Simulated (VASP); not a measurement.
# A VASP study of SnSe2 (r2SCAN + rVV10): structure first, properties next, part 7 of 7

Aim: relax SnSe2 with r2SCAN + rVV10, compute its properties on that cell and hold them against experiment. The start is a cell from a database of measured crystal structures.

VASP 6.6.1, plane waves and PAW; the level of theory is named at each step.

Still holding for the runs below: Spin-orbit coupling is off here; with elements this heavy it splits and shifts levels by tenths of an eV or more.

So far, least gap on mesh and path (eV): step 5 (bands along the symmetry lines (r2SCAN + rVV10), r2SCAN with rVV10) 0.921; step 9 (bands along the symmetry lines (r2SCAN + rVV10 + SOC)) 0.889; step 11 (bands along the symmetry lines (HSE06)) 1.36.

**12. Bands along the symmetry lines (TB-mBJ)**

This step: TB-mBJ; plane waves and PAW (Sn_d, Se) (VASP 6.6.1).

Levels along the symmetry lines show where the bands peak and cross; KPOINTS_OPT computes them in the converged potential. TB-mBJ is a local potential fitted to gaps: it costs far less than a hybrid but gives no energy.

The input, INCAR:

```
SYSTEM = SnSe2
PREC = Accurate
ENCUT = 400
EDIFF = 1E-06
NELM = 150
ISMEAR = 0
SIGMA = 0.05
LREAL = .FALSE.
ALGO = Normal
METAGGA = MBJ
LASPH = .TRUE.
NBANDS = 26
LORBIT = 11
LWAVE = .FALSE.
LCHARG = .FALSE.
KPAR = 2
```

The input, POSCAR:

```
SnSe2
1.0
    3.8293282261      0.0000000000      0.0000000000
   -1.9146641130      3.3162955232      0.0000000000
    0.0000000000      0.0000000000      6.2212929374
Sn Se
1 2
Direct
    0.0000000000      0.0000000000      0.0000000000
    0.3333333333      0.6666666667      0.2535250628
    0.6666666667      0.3333333333      0.7464749372
```

The input, KPOINTS:

```
Automatic mesh
0
Gamma
7 7 4
0 0 0
```

The input, KPOINTS_OPT:

```
Line mode
16
Line-mode
Reciprocal
  0.00000000   0.00000000   0.00000000 GAMMA
  0.50000000   0.00000000   0.00000000 M

  0.50000000   0.00000000   0.00000000 M
  0.33333333   0.33333333   0.00000000 K

  0.33333333   0.33333333   0.00000000 K
  0.00000000   0.00000000   0.00000000 GAMMA

  0.00000000   0.00000000   0.00000000 GAMMA
  0.00000000   0.00000000   0.50000000 A

  0.00000000   0.00000000   0.50000000 A
  0.50000000   0.00000000   0.50000000 L

  0.50000000   0.00000000   0.50000000 L
  0.33333333   0.33333333   0.50000000 H

  0.33333333   0.33333333   0.50000000 H
  0.00000000   0.00000000   0.50000000 A

  0.50000000   0.00000000   0.50000000 L
  0.50000000   0.00000000   0.00000000 M

  0.33333333   0.33333333   0.00000000 K
  0.33333333   0.33333333   0.50000000 H
```

PAW data sets: Sn_d and Se (PBE family, release 64).

Command:

```
$ mpirun -np 2 vasp_std
```

What it wrote:

```text
[... set-up lines as in an earlier step ...]
 entering main loop
       N       E                     dE             d eps       ncg     rms          rms(c)
DAV:   1     0.734349378993E+03    0.73435E+03   -0.97516E+03  1522   0.927E+02
DAV:   2     0.561757356293E+03   -0.17259E+03   -0.16097E+03  1574   0.287E+02
DAV:   3     0.540740391761E+03   -0.21017E+02   -0.20691E+02  1778   0.866E+01
DAV:   4     0.540075604626E+03   -0.66479E+00   -0.66390E+00  1786   0.165E+01
DAV:   5     0.540054589870E+03   -0.21015E-01   -0.21013E-01  2138   0.280E+00    0.116E+01
DAV:   6     0.541208981603E+03    0.11544E+01   -0.77377E+00  1800   0.319E+01    0.783E+00
DAV:   7     0.542185078121E+03    0.97610E+00   -0.16771E+00  1510   0.790E+00    0.504E+00
DAV:   8     0.543093897252E+03    0.90882E+00   -0.61705E-01  1534   0.400E+00    0.190E+00
DAV:   9     0.543510343229E+03    0.41645E+00   -0.22470E-01  1618   0.230E+00    0.111E+00
DAV:  10     0.543909199558E+03    0.39886E+00   -0.53373E-02  2058   0.152E+00    0.688E-01
DAV:  11     0.543583729587E+03   -0.32547E+00   -0.16440E-02  1760   0.924E-01    0.497E-01
DAV:  12     0.543718650405E+03    0.13492E+00   -0.68461E-03  1726   0.660E-01    0.546E-01
DAV:  13     0.543601101115E+03   -0.11755E+00   -0.21221E-03  1536   0.234E-01    0.298E-01
DAV:  14     0.543644495877E+03    0.43395E-01   -0.14839E-03  1710   0.267E-01    0.478E-02
DAV:  15     0.543650370453E+03    0.58746E-02   -0.20645E-04  1582   0.819E-02    0.273E-02
DAV:  16     0.543647651989E+03   -0.27185E-02   -0.33070E-05  1942   0.436E-02    0.204E-02
DAV:  17     0.543648827941E+03    0.11760E-02   -0.98287E-06  1590   0.172E-02    0.146E-02
DAV:  18     0.543649115523E+03    0.28758E-03   -0.51921E-06  1616   0.147E-02    0.958E-03
DAV:  19     0.543648412941E+03   -0.70258E-03   -0.85543E-07  1254   0.514E-03    0.609E-03
DAV:  20     0.543648754409E+03    0.34147E-03   -0.43270E-07   986   0.389E-03    0.368E-03
DAV:  21     0.543649318463E+03    0.56405E-03   -0.65111E-07  1064   0.470E-03    0.694E-03
DAV:  22     0.543649083625E+03   -0.23484E-03   -0.43232E-07  1058   0.391E-03    0.424E-03
DAV:  23     0.543648943936E+03   -0.13969E-03   -0.77920E-08   782   0.164E-03    0.309E-03
DAV:  24     0.543648804949E+03   -0.13899E-03   -0.32103E-08   760   0.112E-03    0.279E-03
DAV:  25     0.543648638077E+03   -0.16687E-03   -0.27685E-08   756   0.781E-04    0.258E-03
DAV:  26     0.543648515164E+03   -0.12291E-03   -0.13954E-08   746   0.609E-04    0.232E-03
DAV:  27     0.543648375306E+03   -0.13986E-03   -0.15517E-08   746   0.689E-04    0.175E-03
DAV:  28     0.543648198939E+03   -0.17637E-03   -0.11439E-08   746   0.496E-04    0.971E-04
DAV:  29     0.543648105465E+03   -0.93474E-04   -0.58145E-09   746   0.413E-04    0.668E-04
DAV:  30     0.543648004631E+03   -0.10083E-03   -0.30925E-09   746   0.325E-04    0.162E-04
DAV:  31     0.543647958655E+03   -0.45976E-04   -0.14324E-09   746   0.208E-04    0.571E-05
DAV:  32     0.543647939885E+03   -0.18770E-04   -0.21492E-10   746   0.897E-05    0.639E-05
DAV:  33     0.543647947586E+03    0.77005E-05   -0.76179E-11   746   0.520E-05    0.339E-05
DAV:  34     0.543647949073E+03    0.14870E-05   -0.34788E-11   746   0.378E-05    0.427E-05
DAV:  35     0.543647944268E+03   -0.48053E-05   -0.32068E-11   746   0.309E-05    0.385E-05
DAV:  36     0.543647955365E+03    0.11098E-04   -0.40908E-11   746   0.267E-05    0.172E-05
DAV:  37     0.543647957109E+03    0.17436E-05   -0.25188E-11   746   0.298E-05    0.197E-05
DAV:  38     0.543647960311E+03    0.32017E-05   -0.35505E-12   746   0.114E-05    0.131E-05
DAV:  39     0.543647962751E+03    0.24404E-05   -0.60309E-12   744   0.153E-05    0.635E-06
DAV:  40     0.543647964878E+03    0.21271E-05   -0.51814E-12   746   0.110E-05    0.434E-06
DAV:  41     0.543647965484E+03    0.60599E-06   -0.31448E-12   742   0.716E-06
   1 F= 0.54364797E+03 E0= 0.54364797E+03  d E =-.237286E-19
 Start KPOINTS_OPT (optional k-point list driver)
k-point batch [1-28\144]
       N       E                     dE             ncg
DAV:   1     0.261202825747E+03   -0.14425E+05     1572
DAV:   2    -0.477619156571E+04   -0.50374E+04     1584
DAV:   3    -0.540965717085E+04   -0.63347E+03     1792
DAV:   4    -0.543124853422E+04   -0.21591E+02     1848
DAV:   5    -0.543212216858E+04   -0.87363E+00     2278
DAV:   6    -0.543213398121E+04   -0.11813E-01     1860
DAV:   7    -0.543213436695E+04   -0.38575E-03     2314
DAV:   8    -0.543213437003E+04   -0.30778E-05     1620
DAV:   9    -0.543213437022E+04   -0.19044E-06     1342
[...]
k-point batch [141-144\144]
       N       E                     dE             ncg
DAV:   1     0.183337492595E+05   -0.31681E+04      218
DAV:   2     0.176269230798E+05   -0.70683E+03      224
DAV:   3     0.175412028053E+05   -0.85720E+02      250
DAV:   4     0.175385165505E+05   -0.26863E+01      248
DAV:   5     0.175384103259E+05   -0.10622E+00      336
DAV:   6     0.175384092154E+05   -0.11104E-02      264
DAV:   7     0.175384091643E+05   -0.51078E-04      336
DAV:   8     0.175384091639E+05   -0.42870E-06      224
```

Elapsed: 75 s, on 2 MPI ranks of Intel Xeon 6975P-C (Granite Rapids), shared host; peak memory 0.43 GiB.

From OUTCAR (step 12):

```text
   NELECT =      26.0000    total number of electrons

 E-fermi :   4.1177

 k-point     1 :       0.0000    0.0000    0.0000
  band No.  band energies     occupation
    ...
      9       3.2804      2.00000
     10       3.2805      2.00000
     11       3.5714      2.00000
     12       3.5715      2.00000
     13       3.7600      2.00000
     14       5.5816      0.00000
     15       7.6612      0.00000
     16       9.0474      0.00000
     17       9.0479      0.00000
     18      12.3532      0.00000
    ...

  Total      -74.8069879    -74.8069879    -76.5088088     -0.0000000     -0.0000000     -0.0000000
  in kB    -1517.0373801  -1517.0373801  -1551.5492079     -0.0000000     -0.0000000     -0.0000000
  external PRESSURE =   -1528.5413227 kB  Pullay stress =       0.0000000 kB

 POSITION                                       TOTAL-FORCE (eV/Angst)
 -----------------------------------------------------------------------------------
      0.00000      0.00000      0.00000        -0.000000      0.000000     -0.000000
     -0.00000      2.21086      1.57725        -0.000000      0.000000     -0.728943
      1.91466      1.10543      4.64404         0.000000     -0.000000      0.728943
 -----------------------------------------------------------------------------------
    total drift:                               -0.000000     -0.000000      0.000000

  FREE ENERGIE OF THE ION-ELECTRON SYSTEM (eV)
  ---------------------------------------------------
  free  energy   TOTEN  =       543.6479654842 eV

  energy  without entropy=      543.6479654842  energy(sigma->0) =      543.64796548

[... 8 parts as in an earlier step ...]

[... 9 further parts left out ...]
```

This functional is a potential without an energy, so its energies, forces and stress mean nothing and are not read.

This step gave:

* SCF cycles: 41
* bands: 26
* irreducible k-points: 28
* Fermi energy: 4.118 eV
* least gap on mesh and path: 1.257 eV
* least direct gap on mesh and path: 1.713 eV
* valence top at k: 0.08889, 0.08889, 0
* conduction bottom at k: 0.5, 0, 0.3667
* least direct gap at k: 0, 0.4286, 0.25

Electronic bands along the path, in eV, zero at the valence-band top; v1 is the highest filled band, c1 the lowest empty one:

| point | v4 | v3 | v2 | v1 | c1 | c2 | c3 | c4 |
| --- | --- | --- | --- | --- | --- | --- | --- | --- |
| Γ | -0.58 | -0.29 | -0.29 | -0.10 | 1.72 | 3.80 | 5.19 | 5.19 |
| 0.47 of the way | -1.93 | -1.64 | -0.18 | -0.08 | 2.51 | 4.58 | 5.82 | 6.07 |
| M | -2.67 | -2.35 | -1.03 | -0.25 | 1.62 | 4.45 | 5.85 | 6.04 |
| 0.47 of the way | -2.86 | -2.62 | -1.06 | -1.03 | 1.89 | 5.63 | 5.91 | 6.76 |
| K | -3.27 | -3.05 | -1.37 | -1.37 | 1.80 | 6.86 | 6.86 | 7.58 |
| 0.53 of the way | -2.87 | -1.14 | -0.94 | -0.11 | 2.60 | 5.47 | 5.51 | 6.12 |
| Γ | -0.58 | -0.29 | -0.29 | -0.10 | 1.72 | 3.80 | 5.19 | 5.19 |
| 0.47 of the way | -0.63 | -0.63 | -0.21 | -0.21 | 2.38 | 3.80 | 5.07 | 5.07 |
| A | -0.67 | -0.67 | -0.14 | -0.14 | 2.92 | 3.78 | 4.93 | 4.93 |
| 0.53 of the way | -1.66 | -1.65 | -1.22 | -0.37 | 2.05 | 5.17 | 6.20 | 6.25 |
| L | -2.19 | -1.82 | -0.73 | -0.60 | 1.29 | 4.86 | 5.34 | 6.35 |
| 0.53 of the way | -3.22 | -2.56 | -0.53 | -0.40 | 2.19 | 5.18 | 5.66 | 6.21 |
| H | -3.76 | -3.37 | -0.36 | -0.36 | 2.74 | 5.20 | 5.20 | 6.67 |
| 0.53 of the way | -2.32 | -1.67 | -0.85 | -0.65 | 2.55 | 5.14 | 6.30 | 6.32 |
| A | -0.67 | -0.67 | -0.14 | -0.14 | 2.92 | 3.78 | 4.93 | 4.93 |
| jump to L | -2.19 | -1.82 | -0.73 | -0.60 | 1.29 | 4.86 | 5.34 | 6.35 |
| 0.53 of the way | -2.35 | -2.28 | -0.75 | -0.40 | 1.34 | 4.65 | 6.18 | 6.19 |
| M | -2.67 | -2.35 | -1.03 | -0.25 | 1.62 | 4.45 | 5.85 | 6.04 |
| jump to K | -3.27 | -3.05 | -1.37 | -1.37 | 1.80 | 6.86 | 6.86 | 7.58 |
| 0.47 of the way | -3.53 | -3.20 | -0.90 | -0.90 | 2.19 | 6.04 | 6.04 | 7.20 |
| H | -3.76 | -3.37 | -0.36 | -0.36 | 2.74 | 5.20 | 5.20 | 6.67 |

The largest weight of each band there:

| point | v4 | v3 | v2 | v1 | c1 | c2 | c3 | c4 |
| --- | --- | --- | --- | --- | --- | --- | --- | --- |
| Γ | Se 0.81 | Se 0.92 | Se 0.92 | Se 0.90 | Se 0.58 | Sn 0.59 | Sn 0.70 | Sn 0.70 |
| M | Se 0.79 | Se 0.72 | Se 0.90 | Se 0.93 | Se 0.60 | Sn 0.56 | Sn 0.58 | Se 0.64 |
| K | Se 0.71 | Se 0.67 | Se 0.93 | Se 0.93 | Se 0.62 | Se 0.61 | Se 0.61 | Sn 0.50 |
| Γ | Se 0.81 | Se 0.92 | Se 0.92 | Se 0.90 | Se 0.58 | Sn 0.59 | Sn 0.70 | Sn 0.70 |
| A | Se 0.82 | Se 0.82 | Se 0.92 | Se 0.92 | Se 0.61 | Sn 0.63 | Sn 0.73 | Sn 0.73 |
| L | Se 0.70 | Se 0.77 | Se 0.92 | Se 0.93 | Se 0.58 | Se 0.66 | Sn 0.61 | Se 0.51 |

The gap moves by +0.34 eV against r2SCAN with rVV10.

**13. Outcome**

| Quantity | Value |
| --- | --- |
| relaxed volume | 26.34 Å³/atom |
| relaxed conventional cell a, b, c | 3.829, 3.829, 6.221 Å; angles 90.0, 90.0, 120.0° |
| space group after relaxing, within 0.02 Å | P-3m1 (No. 164) |
| band gap | 0.921 eV, indirect (least direct gap of that run 1.46 eV) |
| gap on the dense mesh | 0.926 eV |
| highest zone-centre mode | 250 cm⁻¹ |
| strongest peak of ε2, mean over directions | 5.56 eV |
| ε1 at zero frequency, no local fields, mean | 10.3 |
| band gap (r2SCAN + rVV10 + SOC) | 0.889 eV, indirect (least direct gap of that run 1.42 eV) |
| band gap (HSE06) | 1.36 eV, indirect (least direct gap of that run 1.91 eV) |
| band gap (TB-mBJ) | 1.26 eV, indirect (least direct gap of that run 1.71 eV) |

What this shows: With r2SCAN + rVV10, SnSe2 relaxes to 26.34 Å³/atom in space group P-3m1 (held by the symmetry of the run) and has an indirect gap of 0.921 eV (1.36 eV with HSE06). Against the listed cell the volume lies +2.4 % (a +0.5 %, c +1.4 %). Vibrations at Γ (r2SCAN + rVV10): The highest mode at Γ, 250.0 cm⁻¹, has its largest share on Sn (57 % of the kinetic energy). Bands along the symmetry lines (r2SCAN + rVV10 + SOC): The path shows an indirect gap of 0.89 eV (valence top between Γ and M, conduction bottom between L and M). The least direct gap is 1.42 eV. Bands along the symmetry lines (HSE06): On this path the gap is indirect, 1.37 eV, with the valence top between K and Γ and the conduction bottom between L and M. The least direct gap is 1.91 eV. Bands along the symmetry lines (TB-mBJ): On this path the gap is indirect, 1.26 eV, with the valence top between K and Γ and the conduction bottom between L and M. The least direct gap is 1.74 eV. The other levels ran on the cell relaxed with r2SCAN + rVV10, and without spin-orbit coupling unless named. Semilocal functionals usually underestimate gaps. Modes at Γ alone can't show that the crystal is stable at other wave vectors, and the LO-TO splitting is not included. No search among competing phases was made, and a listed structure need not be the one stable at ambient conditions. All values are for a static lattice at zero temperature.

Computed beside measured:

| quantity | measured | r2SCAN with rVV10 |
| --- | --- | --- |
| lattice constant a (Å) | 3.81043 | 3.829 (+0.5 %) |
| lattice constant c (Å) | 6.13279 | 6.221 (+1.4 %) |
| Raman mode, Eg, approximate position in … (cm⁻¹) | 120 | 123 (+2.3 %) |
| Raman mode, A1g, approximate position … (cm⁻¹) | 190 | 190 (-0.0 %) |

Measured values from pmc:4726434 (2016) and arxiv:1807.04993 (2018).

Verdict: The lattice constant a is off by +0.5 %: good agreement. The lattice constant c is off by +1.4 %: fair agreement. The Raman mode is off by +2.3 %: good agreement. The Raman mode matches within 0.05 %: good agreement. The grades are ours: good and fair within 0.7 and 1.5 % for the lattice constant a, 0.8 and 2 % for the lattice constant c and 3 and 7 % for the Raman mode. For lattice constants and Raman mode the calculation has a static lattice, without zero-point motion or thermal expansion (measured at up to 300 K). As a rule both would widen the computed cell, so the excess over experiment is if anything larger than shown.

[Lines on the potential files, build, host, timing and source positions are cut from VASP's logs without a mark.]

[Logs are printed without paths, hosts, clocks, repeated set-up lines and the standing remarks that a program may print on its own settings, such as how far it seeks lower states.]

[Hosts, paths, dates, database ids (printed as entryN), source tags and the programs' standing remarks are cut or masked in the printed files.]

[Measured values are set beside computed ones only where the two were judged alike; some that the calculation misses by far are left out.]
